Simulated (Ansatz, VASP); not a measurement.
# TlPb (Pb-Tl stack, (111) layers): VASP beside Ansatz

Aim: how closely do two programs agree when they are given the same cell, functional and k mesh? The cell is taken from a series of runs on this material, whose earlier steps may have relaxed, scaled, displaced or heated it; both programs get it as it stands.

Method: plane waves, with VASP 6.6.1 beside it; PBEsol, in Ansatz 0.2.0.

**1. The structure**

The cell holds 2 atoms: 1 Pb and 1 Tl. Cell: a = 3.332 Å, b = 3.332 Å, c = 29.411 Å, α = 90.0°, β = 90.0°, γ = 120.0°. It derives from TlPb. Vacuum lies along c.

**2. Ansatz: zone-centre phonons, PBEsol**

Ansatz runs on its default PAW (the set named soft_2) files.

Second derivatives magnify differences that forces hide, and they need a tight electronic threshold.

Input file input.yaml:

```yaml
crystal:
  lattice:
    - [3.3316183338, 0.0, 0.0]
    - [-1.6658091669, 2.8852661127, 0.0]
    - [0.0, 0.0, 29.410676272]
  atoms:
    - { symbol: Pb, position: [0.0, 0.0, 0.1858634493] }
    - { symbol: Tl, position: [0.3333333333, 0.6666666667, 0.2835354817] }
  periodic: [true, true, false]
kpoints:
  mp_grid: { grid: [6, 6, 1] }
hamiltonian:
  xc: pbesol
scf:
  occupations: { method: methfessel_paxton, width: 0.2 }
output:
  eigenvalues: true
phonons:
  method: dfpt
  qmesh: [2, 2, 1]
  temperatures: { t_max: 1000, t_step: 50 }
  qpath:
    path:
      - [0.0, 0.0, 0.0]
      - [0.5, 0.0, 0.0]
      - [0.33333333, 0.33333333, 0.0]
      - [0.0, 0.0, 0.0]
    npoints: 10
```

Command:

```
$ ansatz run input.yaml --threads 4 --pin off --max-ram 16384MiB --backend cpu --events-out ev --progress --plain --runs-dir out
```

Numbers of over 12 decimals in the logs are rounded to 6 here.

The program printed:

```text
Engine: ansatz 0.2.0, aarch64-unknown-linux-gnu
Pseudopotentials: kind: paw
Pseudopotential: Pb, paw, valence charge 14, recommended cutoff 420 eV (normal), Pb.paw.azcp
Pseudopotential: Tl, paw, valence charge 13, recommended cutoff 420 eV (normal), Tl.paw.azcp
Functional definition: PBEsol
  exchange = pbesol_x
  correlation = pbesol_c
Crystal: 2 atoms, lattice volume = 282.713 Å³
Basis set: ecut = 420 eV, 5631 PW (Γ), exchange–correlation on 48×48×400 points (8 copies of the dense FFT grid, shifted against one another)
Bands: 18, of which v1, the nominal top of the filled ones, is band 14 counted from 1 (13 counted from 0)
Symmetry: 6 space group operations
k-points: 7 of 36 (time reversal used)
Non-local potential: Pb, projectors of the file, l = 0: 2, l = 1: 2, l = 2: 2, l = 3: 2
Non-local potential: Tl, projectors of the file, l = 0: 2, l = 1: 2, l = 2: 2, l = 3: 1
PAW form: soft (Blöchl's): semilocal exchange-correlation on the pseudo side does not see the compensation charge
PAW frozen core: Pb, regenerated for the run's functional, and the local potential with it (the file was generated under x = pbe(κ = 0.804, μ = 0.219515), c = pbe(β = 0.066725))
PAW frozen core: Tl, regenerated for the run's functional, and the local potential with it (the file was generated under x = pbe(κ = 0.804, μ = 0.219515), c = pbe(β = 0.066725))
PAW one-centre angular grid: Pb, 590 points (default); XC on 64 Gauss nodes
PAW one-centre angular grid: Tl, 590 points (default); XC on 64 Gauss nodes
Initial density: superposition of atomic densities (neutral atoms: chi_scale 0, normalization atom), corrected by the library's trained network
Initial wavefunctions: pseudopotential atomic-orbital guess
Functional: x = pbesol(κ = 0.804, μ = 0.123457), c = pbesol(β = 0.046)
SCF iter   1: F=—  HF=-23050.196223 eV  |F-HF|=—  |Δ(HF+E_count)|=         —  Δρ=2.65e-3  dr2=4.64e-1  ethr=1.77e-3  ⟨swp⟩=10.6  Hψ=975  notcnv=0
preconditioner: auto → LDOS  [insulator: Δε(μ)=0.247 eV  Ē_g=14.880 eV  σ=0.200 eV  W_gap=0.83  n_scr=16 (ndim 8)  ℏωp=11.5 eV  f_vac=0.744  D(μ)=2.09/eV (n_scr^D=10)  ε∞_Penn≈1.6  β→1.0]
SCF iter   2: F=—  HF=-23050.167197 eV  |F-HF|=—  |Δ(HF+E_count)|=   2.90e-2  S|Δr|=    0.00e0  Δρ=1.11e-3  dr2=6.19e-2  ethr=1.72e-3  ⟨swp⟩=1.6  Hψ=190  notcnv=0  defer=3
SCF iter   3: F=—  HF=-23050.164557 eV  |F-HF|=—  |Δ(HF+E_count)|=   2.64e-3  S|Δr|=    0.00e0  Δρ=4.08e-4  dr2=1.74e-3  ethr=2.29e-4  ⟨swp⟩=1.7  Hψ=135  notcnv=0  defer=3
SCF iter   4: F=—  HF=-23050.164721 eV  |F-HF|=—  |Δ(HF+E_count)|=   1.64e-4  S|Δr|=    0.00e0  Δρ=1.43e-4  dr2=1.49e-4  ethr=6.44e-6  ⟨swp⟩=3.9  Hψ=279  notcnv=0  defer=3
SCF iter   5: F=—  HF=-23050.164748 eV  |F-HF|=—  |Δ(HF+E_count)|=   2.72e-5  S|Δr|=    0.00e0  Δρ=1.44e-4  dr2=1.80e-4  ethr=5.50e-7  ⟨swp⟩=3.1  Hψ=278  notcnv=0  defer=3
SCF iter   6: F=—  HF=-23050.164725 eV  |F-HF|=—  |Δ(HF+E_count)|=   2.24e-5  S|Δr|=    0.00e0  Δρ=2.96e-5  dr2=1.88e-5  ethr=5.50e-7  ⟨swp⟩=2.6  Hψ=232  notcnv=0  defer=3
SCF iter   7: F=—  HF=-23050.164737 eV  |F-HF|=—  |Δ(HF+E_count)|=   1.20e-5  S|Δr|=    0.00e0  Δρ=1.99e-5  dr2=2.95e-6  ethr=6.95e-8  ⟨swp⟩=2.7  Hψ=239  notcnv=0  defer=3
SCF iter   8: F=—  HF=-23050.164656 eV  |F-HF|=—  |Δ(HF+E_count)|=   8.13e-5  S|Δr|=    0.00e0  Δρ=3.31e-6  dr2=3.22e-7  ethr=1.09e-8  ⟨swp⟩=2.9  Hψ=266  notcnv=0  defer=2
SCF iter   9: F=—  HF=-23050.164656 eV  |F-HF|=—  |Δ(HF+E_count)|=   2.44e-8  S|Δr|=    0.00e0  Δρ=1.86e-6  dr2=2.51e-8  ethr=1.19e-9  ⟨swp⟩=3.0  Hψ=193  notcnv=0  defer=2
SCF iter  10: F=—  HF=-23050.164656 eV  |F-HF|=—  |Δ(HF+E_count)|=   7.14e-9  S|Δr|=    0.00e0  Δρ=6.15e-7  dr2=3.68e-9  ethr=9.30e-11  ⟨swp⟩=3.0  Hψ=257  notcnv=0  defer=2
SCF iter  11: F=—  HF=-23050.164656 eV  |F-HF|=—  |Δ(HF+E_count)|=  3.38e-10  S|Δr|=    0.00e0  Δρ=3.20e-7  dr2=3.98e-10  ethr=1.36e-11  ⟨swp⟩=3.1  Hψ=273  notcnv=0  defer=2
SCF iter  12: F=—  HF=-23050.164656 eV  |F-HF|=—  |Δ(HF+E_count)|=  4.55e-10  S|Δr|=    0.00e0  Δρ=7.41e-8  dr2=2.44e-11  ethr=1.48e-12  ⟨swp⟩=3.3  Hψ=292  notcnv=0  defer=2
SCF iter  13: F=-23050.164656 eV  HF=-23050.164656 eV  |F-HF|=3.64e-12  |Δ(HF+E_count)|=  9.46e-11  S|Δr|=    0.00e0  Δρ=1.97e-8  dr2=1.44e-12  ethr=1.00e-12  ⟨swp⟩=16.0  Hψ=1056  notcnv=0
SCF 1 converged in 13 iterations: F = -23050.164656 eV  dr2 = 1.44e-12
  greatest PAW one-centre occupation: 0.978 electrons in one spin orbital (limit 2), on the Pb atom at site 0 (counted from 0), in its partial waves of l = 2
phonons: the bands overlap, so this run is a metal and interpolates without the dipole-dipole term. If the crystal is really an insulator or semiconductor, its LO-TO splitting is missing
NSCF: frozen V_eff on 7 k-points
WARN: eigensolver did not converge in 4 slots of this pass, the one above among them; of largest residual over every band (k=3): 1 band(s) unlocked (lowest unlocked band 17, counted from 0; max residual 1.80e-4 eV among the unlocked bands, 1.80e-4 eV over every band); of lowest unlocked band (k=1): band 17
NSCF: frozen V_eff on 13 k-points
DFPT response loops at q = (0, 0, 0) (fractional): preconditioner auto → none (partly filled bands, converged f_vac=0.744); β = 0.50; Broyden in place of MSR1
NSCF: frozen V_eff on 26 k-points
DFPT response loops at q = (0, -0.5, 0) (fractional): mixed as the last ones told, above
SCF converged after 13 iterations
Stability not checked: this state was not tested for a lower state beside it, because cold or Methfessel-Paxton smearing, or corrected tetrahedra, fill the levels in a way that the test cannot read (fill_not_monotonic; see scf.lower_state_search)
Free energy (F): -23050.164656 eV
Harris-Foulkes:  -23050.164656 eV  (|F-HF|=3.64e-12)
Internal energy: -23050.148219 eV  (E = F + TS)
E sigma→0 (E₀):  -23050.160547 eV
Entropy (-TS):   -0.016437 eV (-8.219 meV/atom)
Fermi energy:    -4.138947 eV
--- Per-component energies (eV) ---
  E_band       = -420.377435
  E_kinetic    = 622.671058
  E_local      = -40368.605471  (includes V_loc(G=0)·N_el)
  E_nonlocal   = 670.807834
  E_hartree    = 19769.079154
  E_xc         = -447.642670
  E_vxc        = -274.689504  (∫ρ·V_xc dr)
  E_paw        = -20272.882472  (= ΣΔE_a)
  E_vpaw       = -608.719734  (= ΣTr[D̂ρ^β])
  E_aug_tail   = 0.000082  (compensation charges beyond the density's cutoff)
  E_ewald      = 16976.323882
  E_core_change = 0.100382  (= ΣΔE_core)
  E_smearing   = -0.016437  (= −TS)
  E_closure    = -0.000000  (closes the sum)
  Σ components = -23050.164656   (vs F -23050.164656, Δ=0.00e0)
--- Band table (eV; the first three rows and the last of 7) ---
  k-point 0: bands = [... 10 lower, -14.9323, -11.9678, -6.3070, -2.4815, -0.3602 (-0.3717°), 0.1245, 0.8089, 1.2616]
  k-point 1: bands = [... 10 lower, -14.3578, -11.4876, -5.7046, -2.0408, 0.0652 (0.0619°), 0.1607 (0.1524°), 0.6478, 1.3011]
  k-point 2: bands = [... 10 lower, -12.7765, -9.9532, -4.8018, -4.1322, -2.1290, -0.5575, 0.8473, 1.6050]
  k-point 6: bands = [... 10 lower, -10.4817, -7.8878, -5.5224, -5.0143, -3.9466, -3.1071, -0.6794, 0.0837]
  ° read free of the cell's end (the report's vacuum.weakly_bound_levels)
--- Phonons (Γ-DFPT): 4 representative perturbations + reference (Σ response iterations 16) ---
  ASR residual: 1.248e-4 → 0.000e0 eV/Å²; symmetrization residual: 1.037e-4 eV/Å²
  ASR residual per site (eV/Å²): 8.91e-5 1.25e-4
  Γ frequencies (cm⁻¹): 0.00 0.00 0.00 16.04 16.04 72.03
--- Phonons (arbitrary-q DFPT): 2 irreducible q on the 2×2×1 mesh ---
  q = [0.0000, 0.0000, 0.0000] (star 1, of the zone-centre solve; hermiticity 1.06e-4, symmetrization 1.83e-11): 0.00 0.00 0.00 16.04 16.04 72.03
  q = [0.0000, -0.5000, 0.0000] (star 3, 6 solved perturbations on 13 of 36 k-point pairs; hermiticity 3.50e-5, symmetrization 7.05e-7): -37.90 16.69 40.20 40.22 79.18 91.53
  sum rule: each row above includes the acoustic sum rule's correction from the zone centre's row sums; it moved no ω² by more than (0.41 cm⁻¹)²
  mesh force constants: q→R imaginary residual 1.99e-17; ASR residual 1.248e-4 → 0.000e0 eV/Å²; symmetrization residual 3.109e-15 eV/Å²
  interpolated dispersion: 31 rows × 6 modes
  density of states and harmonic sums: on the 22×22×1 q-mesh, interpolated from the force constants of a 2×2×1 supercell (no non-analytic term)
  largest difference from the sums on the solved wave vectors: F 1.23e-1 eV, S 1.59e-4 and C_V 3.67e-5 eV/K
  zero-point energy: 0.014817 eV/cell   skipped modes (ω ≤ 0): 59, of them read as no rigid motion or as one in doubt: 56 (1.072e0 modes/cell left out, lowest -37.90 cm⁻¹)   left out of the sums: 1.80e-1 of the cell's modes: C_V's classical limit lies that fraction below 3 k_B per atom; for a crystal, a wire or a layer, F and S can be off by more, and a phonons.interpolated_qmesh denser along its periods is the remedy for the sampling
```

The column dr2 measures how far the density is from self-consistency, as an energy; F and HF (Harris–Foulkes) agree once it is small.

(Part 1 of 2 ends here.)

[Lines on the potential files, build, host, timing and source positions are cut from VASP's logs without a mark.]

[Logs are printed without paths, hosts, clocks, repeated set-up lines and the standing remarks that a program may print on its own settings, such as how far it seeks lower states.]

[Hosts, paths, dates, database ids (printed as entryN), source tags and the programs' standing remarks are cut or masked in the printed files.]
